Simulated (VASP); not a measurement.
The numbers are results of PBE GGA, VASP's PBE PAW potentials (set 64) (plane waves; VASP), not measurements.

VASP input:

### POSCAR
```
RuAl
1
    2.9900000000     0.0000000000     0.0000000000
    0.0000000000     2.9900000000     0.0000000000
    0.0000000000     0.0000000000     2.9900000000
Al Ru
1 1
Direct
  0.5000000000   0.5000000000   0.5000000000
  0.0000000000   0.0000000000   0.0000000000
```

INCAR:
```
# general
SYSTEM  = RuAl
PREC    = Accurate
ENCUT   = 400
LREAL   = .FALSE.
LASPH   = .TRUE.

# electronic loop
EDIFF   = 1E-6
NELM    = 100
ALGO    = Fast
LMAXMIX = 4

# smearing
ISMEAR  = 1
SIGMA   = 0.1

# functional
GGA     = PE

# ions
ISIF    = 2

# output
LWAVE   = .FALSE.
LCHARG  = .FALSE.
```

File KPOINTS:
```
Automatic mesh
0
Gamma
11 11 11
0 0 0
```

POTCAR, in this order: Al Ru_pv (PBE.64 set). Program: vasp_std.

The resulting files:

**OSZICAR**
```
       N       E                     dE             d eps       ncg     rms          rms(c)
DAV:   1     0.920309284839E+02    0.92031E+02   -0.83067E+03  1408   0.108E+03
DAV:   2    -0.130659844907E+02   -0.10510E+03   -0.10089E+03  1476   0.308E+02
DAV:   3    -0.149010103459E+02   -0.18350E+01   -0.17373E+01  1592   0.420E+01
DAV:   4    -0.149182538260E+02   -0.17243E-01   -0.17236E-01  1564   0.416E+00
DAV:   5    -0.149186646889E+02   -0.41086E-03   -0.41085E-03  1652   0.546E-01    0.123E+01
RMM:   6    -0.143105226977E+02    0.60814E+00   -0.33374E+00  1347   0.171E+01    0.227E+00
RMM:   7    -0.142577192243E+02    0.52803E-01   -0.20215E-01  1372   0.450E+00    0.185E+00
RMM:   8    -0.142458246874E+02    0.11895E-01   -0.28710E-02  1382   0.115E+00    0.273E-01
RMM:   9    -0.142450817150E+02    0.74297E-03   -0.47242E-03  1452   0.610E-01    0.130E-01
RMM:  10    -0.142451108094E+02   -0.29094E-04   -0.53705E-04  1468   0.232E-01    0.583E-02
RMM:  11    -0.142451062753E+02    0.45342E-05   -0.23859E-04  1463   0.137E-01    0.156E-02
RMM:  12    -0.142451037390E+02    0.25362E-05   -0.51176E-05  1479   0.745E-02    0.124E-02
RMM:  13    -0.142451041927E+02   -0.45372E-06   -0.13182E-05  1433   0.322E-02    0.955E-03
RMM:  14    -0.142451043678E+02   -0.17509E-06   -0.22336E-06  1061   0.126E-02
   1 F= -.14245104E+02 E0= -.14244666E+02  d E =-.131514E-02
```

### OUTCAR
```
------------------------ aborting loop because EDIFF is reached ----------------------------------------
  FORCE on cell =-STRESS in cart. coord.  units (eV):
  Direction    XX          YY          ZZ          XY          YZ          ZX
  --------------------------------------------------------------------------------------
  Total        0.4087405      0.4087405      0.4087405      0.0000000     -0.0000000      0.0000000
  in kB       24.4987933     24.4987933     24.4987933      0.0000000     -0.0000000      0.0000000
  external PRESSURE =      24.4987933 kB  Pullay stress =       0.0000000 kB
  volume of cell :       26.73
      direct lattice vectors                 reciprocal lattice vectors
     2.990000000  0.000000000  0.000000000     0.334448161  0.000000000  0.000000000
     0.000000000  2.990000000  0.000000000     0.000000000  0.334448161  0.000000000
     0.000000000  0.000000000  2.990000000     0.000000000  0.000000000  0.334448161
 POSITION                                       TOTAL-FORCE (eV/Angst)
 -----------------------------------------------------------------------------------
      1.49500      1.49500      1.49500         0.000000      0.000000      0.000000
      0.00000      0.00000      0.00000         0.000000      0.000000      0.000000
 -----------------------------------------------------------------------------------
    total drift:                               -0.000000      0.000000     -0.000000
  FREE ENERGIE OF THE ION-ELECTRON SYSTEM (eV)
  ---------------------------------------------------
  free  energy   TOTEN  =       -14.2451043678 eV

  energy  without entropy=      -14.2437892246  energy(sigma->0) =      -14.24466599
```
(Selected blocks of OUTCAR.)

The compound is RuAl in the CsCl type structure. The cell was not relaxed at this level. The run is one of a series of settings (ALGO = Fast against the base run), some of them coarse on purpose. The electron count is odd and the run is not spin-polarised, which forces a metal.
